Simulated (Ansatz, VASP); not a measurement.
**Ca3Zn3Pd2 in VASP and in Ansatz**

```
Ca Zn Pd
1.0
     3.77190    2.17771    3.91374
    -3.77190    2.17771    3.91374
     0.00000   -4.35542    3.91374
Ca Zn Pd
3 3 2
Direct
  0.33152 0.00000 0.66848
  0.66848 0.33152 0.00000
  0.00000 0.66848 0.33152
  0.16826 0.50000 0.83174
  0.83174 0.16826 0.50000
  0.50000 0.83174 0.16826
  0.84385 0.84385 0.84385
  0.15615 0.15615 0.15615
```

Change from the starting cell: species swapped into the Nb3V3Ge2 type (R32, No. 155).

Alike in both runs: functional PBE; k mesh 3 × 3 × 3; occupations gaussian, width 0.2 eV; no spin polarisation.

Ansatz relaxed the structure, and its values are those at the end. VASP's run is a single point on that final structure, the one shown.

|  | VASP | Ansatz |
| --- | --- | --- |
| version | VASP 6.6.1 | Ansatz 0.2.0 |
| potentials or method | VASP PAW PBE potentials, release 64 (Ca_sv, Zn, Pd) | scalar-relativistic, plane waves, PAW |
| plane-wave cutoff (eV) | 520 | 420 |
| valence electrons in the cell | 86 | 102 |

|  | VASP | Ansatz | Ansatz less VASP |
| --- | --- | --- | --- |
| gap on the k mesh at the Fermi level (eV) | none | none | - |
| pressure (GPa) | 0.1 | -0.1 | -0.12 |
| rms of the force components (eV/Å) | 0.006 | 0.005 | -0.0010 |

A gap of «none» marks a metal or a gap that the smearing closes. The two sets of potentials don't hold the same shells in valence.

Caveats: the k mesh is coarse (spacing up to 0.37 Å⁻¹), so the values aren't converged.
